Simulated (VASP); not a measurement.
Here is the system:

```xyz
2
Lattice="0.0000 2.1518 2.1518 2.1518 0.0000 2.1518 2.1518 2.1518 0.0000" Properties=species:S:1:pos:R:3 pbc="T T T"
Al     0.0000     0.0000     0.0000
N      1.0759     1.0759     1.0759
```

Method: optB88-vdW, VASP's PBE PAW potentials (set 64) (plane waves; VASP 6.6.1). Settings: 520 eV cut-off, 10×10×10 Γ-centred mesh, Gaussian smearing of 0.050 eV, potentials Al N.

Q: Give the stress tensor in GPa (positive for a compressed cell).

A: 
```
13.80   0.00   0.00
 0.00  13.80   0.00
 0.00   0.00  13.80
```
The pressure is its mean diagonal, 13.80 GPa.

The compound is AlN in the zinc blende structure, a metastable form; wurtzite is the usual one. This cell is one point of a volume scan, at 0.94 of the reference volume.
